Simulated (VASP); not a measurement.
Computed with LDA (Ceperley-Alder, Perdew-Zunger), VASP's LDA PAW potentials (set 64) (plane waves; VASP).

The input files of a VASP run:

### POSCAR
```
BN
1
    0.0000000000     1.7917979681     1.7917979681
    1.7917979681     0.0000000000     1.7917979681
    1.7917979681     1.7917979681     0.0000000000
B N
1 1
Direct
  0.0000000000   0.0000000000   0.0000000000
  0.2500000000   0.2500000000   0.2500000000
```

INCAR:
```
! general
SYSTEM  =  BN
PREC    =  Accurate
ENCUT   =  620
LREAL   =  .FALSE.
LASPH   =  .TRUE.

! electronic loop
EDIFF   =  1E-6
NELM    =  100
ALGO    =  Normal

! smearing
ISMEAR  =  0
SIGMA   =  0.05

! ions
IBRION  =  2
NSW     =  40
ISIF    =  3
EDIFFG  =  -0.02

! output
LWAVE   =  .FALSE.
LCHARG  =  .FALSE.
```

KPOINTS:
```
Automatic mesh
0
Gamma
13 13 13
0 0 0
```

POTCAR, in this order: B N (LDA.64 set). Program: vasp_std.

**Question.** Estimate the energy per atom (σ→0).

**Answer.** 
The energy per atom (σ→0) is -9.709 eV/atom.

File OSZICAR:
```
...
DAV:   5    -0.205963948194E+02   -0.33062E-07   -0.33062E-07  1472   0.450E-03    0.663E+00
DAV:   6    -0.195686729672E+02    0.10277E+01   -0.37942E+00  1384   0.141E+01    0.315E+00
DAV:   7    -0.194498370543E+02    0.11884E+00   -0.11081E-01  1784   0.309E+00    0.178E+00
DAV:   8    -0.194173900390E+02    0.32447E-01   -0.61778E-02  1440   0.198E+00    0.191E-01
DAV:   9    -0.194172391125E+02    0.15093E-03   -0.43386E-04  1360   0.248E-01    0.793E-02
DAV:  10    -0.194172204763E+02    0.18636E-04   -0.53440E-05  1776   0.849E-02    0.133E-02
DAV:  11    -0.194172209261E+02   -0.44983E-06   -0.15986E-06  1096   0.106E-02
   1 F= -.19417221E+02 E0= -.19417221E+02  d E =-.194172E+02
```

The compound is BN in the zinc blende structure. It was relaxed first.
